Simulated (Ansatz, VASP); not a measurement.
LiMgBN2: VASP beside Ansatz

INCAR

```
SYSTEM = LiMgBN2
PREC     = Accurate       ! precision mode
ENCUT    = 520            ! plane-wave cutoff, eV
EDIFF    = 1E-7           ! SCF threshold, eV
ISMEAR   = 0              ! smearing method
SIGMA    = 0.05           ! smearing width, eV
LREAL    = .FALSE.        ! projectors in reciprocal space
LASPH    = .TRUE.         ! aspherical terms in the spheres
NELM     = 100            ! most SCF steps
ALGO     = Fast           ! electronic algorithm
ISIF     = 2              ! what is computed and relaxed
LWAVE    = .FALSE.        ! write WAVECAR
LCHARG   = .FALSE.        ! write CHGCAR
GGA      = PE             ! functional
NBANDS   = 17             ! bands
```

File KPOINTS:

```
regular mesh
0
G
  8 8 8
  0 0 0
```

File POSCAR:

```
LiMgBN2
1.0
   -1.9096560000      1.9096560000      4.4435220000
    1.9096560000     -1.9096560000      4.4435220000
    1.9096560000      1.9096560000     -4.4435220000
Li Mg B N
1 1 1 2
Direct
    0.2500000000      0.7500000000      0.5000000000
    0.7500000000      0.2500000000      0.5000000000
    0.5000000000      0.5000000000      0.0000000000
    0.6281210210      0.6744059790      0.0000000000
    0.3255940210      0.3718789790      0.0000000000
```

Input for Ansatz:

```yaml
crystal:
  lattice:
    - [-1.909656, 1.909656, 4.443522]
    - [1.909656, -1.909656, 4.443522]
    - [1.909656, 1.909656, -4.443522]
  atoms:
    - { symbol: Li, position: [0.25, 0.75, 0.5] }
    - { symbol: Mg, position: [0.75, 0.25, 0.5] }
    - { symbol: B, position: [0.5, 0.5, 0.0] }
    - { symbol: "N", position: [0.628121021, 0.674405979, 0.0] }
    - { symbol: "N", position: [0.325594021, 0.371878979, 0.0] }
basis:
  ecutwfc: 420
kpoints:
  mp_grid: { grid: [8, 8, 8] }
hamiltonian:
  xc: pbe
scf:
  occupations: { method: gaussian, width: 0.05 }
output:
  forces: true
  stress: true
  eigenvalues: true
```

Change from the starting cell: all N atoms moved +0.125 Å, as atom 4 along Cartesian [1 -1 0].

Alike in both runs: task single point; functional PBE; k mesh 8 × 8 × 8; occupations gaussian, width 0.05 eV; no spin polarisation.

```csv
,VASP,Ansatz
version,VASP 6.6.1,Ansatz 0.2.0
potentials or method,"VASP PAW PBE potentials, release 64 (Li_sv, Mg, B, N)","scalar-relativistic, plane waves, PAW"
plane-wave cutoff (eV),520,420
valence electrons in the cell,18,26
```

```csv
,VASP,Ansatz,Ansatz less VASP
gap on the k mesh at the Fermi level (eV),2.53,2.53,+0.004
least direct gap on the mesh (eV),3.36,3.37,+0.009
rms of the force components (eV/Å),0.587,0.584,-0.0030
```

Atom by atom the forces differ by 0.004 eV/Å (rms over components). The functional is the same, so the differences come from potentials, cutoffs and numerics. The two sets of potentials don't hold the same shells in valence.

Caveats: forces of over 1 eV/Å show positions far from the minimum, so gaps and moduli don't describe the material at rest. A k mesh can miss the band edges.
